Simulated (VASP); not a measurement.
VASP input:

KPOINTS:
```
kpoints
0
G
12 12 12
0 0 0
```

POSCAR:
```
WSi2
1
   -1.6185102115     1.6185102115     3.9469253104
    1.6185102115    -1.6185102115     3.9469253104
    1.6185102115     1.6185102115    -3.9469253104
Si W
2 1
Direct
  0.6653069893   0.6653069893   0.0000000000
  0.3346930107   0.3346930107   0.0000000000
  0.0000000000   0.0000000000   0.0000000000
```

**INCAR**
```
ALGO = Normal
EDIFF = 1E-6
EDIFFG = -0.02
ENCUT = 520
GGA = RE
IBRION = 2
ISIF = 3
ISMEAR = 1
LASPH = .TRUE.
LCHARG = .FALSE.
LMAXMIX = 6
LREAL = .FALSE.
LWAVE = .FALSE.
NELM = 100
NSW = 60
PREC = Accurate
SIGMA = 0.1
SYSTEM = WSi2
```

POTCAR, in this order: Si W_sv (PBE.64 set). Program: vasp_std.

Task: Write an equivalent input for Ansatz.

Result: One equivalent input (not run):
Ansatz 0.2 input:
```yaml
crystal:
  lattice:
    - [-1.6185102, 1.6185102, 3.9469253]
    - [1.6185102, -1.6185102, 3.9469253]
    - [1.6185102, 1.6185102, -3.9469253]
  atoms:
    - { symbol: Si, position: [0.6653070, 0.6653070, 0.0000000] }
    - { symbol: Si, position: [0.3346930, 0.3346930, 0.0000000] }
    - { symbol: W, position: [0.0000000, 0.0000000, 0.0000000] }
kpoints:
  mp_grid: { grid: [12, 12, 12] }
hamiltonian:
  xc: revpbe
  pseudopotentials: { kind: paw }
scf:
  occupations: { method: methfessel_paxton, width: 0.1 }
  max_iter: 100
relax:
  max_steps: 60
  f_tol: 0.02
  cell: {}
output: { forces: true, stress: true, eigenvalues: true }
```
Limits of the translation: each code has its own PAW files, so the cut-off isn't converted (ENCUT is set for VASP's; basis.ecutwfc is left out, and Ansatz then takes the one that its files recommend); Ansatz stops its SCF on the density residual and VASP on the energy change (EDIFF).

The compound is WSi2 in the MoSi2 type structure. This run relaxes it. Symmetry was kept, so distortions that lower it aren't found. The start is the result of an earlier pass.
